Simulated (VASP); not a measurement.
These are PBE GGA, VASP's PBE PAW potentials (set 64) (plane waves; VASP 6.6.1) values and carry that method's errors.

Input for VASP

### POSCAR
```
Bi
1
    4.1037490000    -2.2411020000     0.0000000000
    4.1037490000     2.2411020000     0.0000000000
    2.8798580000     0.0000000000     3.6837090000
Bi
2
Direct
  0.2340000000   0.2340000000   0.2340000000
  0.7660000000   0.7660000000   0.7660000000
```

**INCAR**
```
SYSTEM  =  Bi
PREC  =  Accurate; ENCUT  =  300; LREAL  =  .FALSE.
LASPH  =  .TRUE.
EDIFF  =  1E-6; NELM  =  100; ALGO  =  Normal
LMAXMIX  =  4
ISMEAR  =  0; SIGMA  =  0.05
GGA  =  PE
ISIF  =  2
LWAVE  =  .FALSE.; LCHARG  =  .FALSE.
```

**KPOINTS**
```
Automatic
0
G
 7 7 7
```

POTCAR, in this order: Bi_d (PBE.64 set). Program: vasp_std.

What VASP printed:

File OSZICAR:
```
       N       E                     dE             d eps       ncg     rms          rms(c)
DAV:   1     0.251539786348E+03    0.25154E+03   -0.12874E+04  1707   0.136E+03
DAV:   2     0.108799704382E+02   -0.24066E+03   -0.23683E+03  1705   0.389E+02
DAV:   3    -0.719328004446E+01   -0.18073E+02   -0.17797E+02  1941   0.132E+02
DAV:   4    -0.770875209332E+01   -0.51547E+00   -0.51471E+00  1876   0.243E+01
DAV:   5    -0.773226669088E+01   -0.23515E-01   -0.23514E-01  2323   0.428E+00    0.107E+00
DAV:   6    -0.772940527935E+01    0.28614E-02   -0.13734E-02  1999   0.122E+00    0.653E-01
DAV:   7    -0.772831749864E+01    0.10878E-02   -0.90193E-03  1790   0.108E+00    0.873E-02
DAV:   8    -0.772851433916E+01   -0.19684E-03   -0.97573E-04  1856   0.319E-01    0.293E-02
DAV:   9    -0.772854316274E+01   -0.28824E-04   -0.63412E-05  2139   0.776E-02    0.983E-03
DAV:  10    -0.772854152904E+01    0.16337E-05   -0.75636E-06  1424   0.275E-02    0.163E-03
DAV:  11    -0.772854173924E+01   -0.21020E-06   -0.64676E-07  1110   0.715E-03
   1 F= -.77285417E+01 E0= -.77285415E+01  d E =-.389999E-06
```

File OUTCAR:
```
------------------------ aborting loop because EDIFF is reached ----------------------------------------
  FORCE on cell =-STRESS in cart. coord.  units (eV):
  Direction    XX          YY          ZZ          XY          YZ          ZX
  --------------------------------------------------------------------------------------
  Total        1.3715742      1.5912382      1.5669909      0.0000000      0.0000000     -0.0729824
  in kB       32.4318825     37.6259996     37.0526539      0.0000000      0.0000000     -1.7257231
  external PRESSURE =      35.7035120 kB  Pullay stress =       0.0000000 kB
  volume of cell :       67.76
      direct lattice vectors                 reciprocal lattice vectors
     4.103749000 -2.241102000  0.000000000     0.121839810 -0.223104526 -0.095252191
     4.103749000  2.241102000  0.000000000     0.121839810  0.223104526 -0.095252191
     2.879858000  0.000000000  3.683709000     0.000000000  0.000000000  0.271465526
 POSITION                                       TOTAL-FORCE (eV/Angst)
 -----------------------------------------------------------------------------------
      2.59444      0.00000      0.86199         0.353826      0.000000      0.117557
      8.49291      0.00000      2.82172        -0.353826      0.000000     -0.117557
 -----------------------------------------------------------------------------------
    total drift:                               -0.000000      0.000000     -0.000000
  FREE ENERGIE OF THE ION-ELECTRON SYSTEM (eV)
  ---------------------------------------------------
  free  energy   TOTEN  =        -7.7285417392 eV

  energy  without entropy=       -7.7285413492  energy(sigma->0) =       -7.72854154
```
(Selected blocks of OUTCAR.)

At this cut-off the stress carries a Pulay error, which pulls relaxed volumes low.

The structure is a typed Bi crystal. The cell was not relaxed at this level.
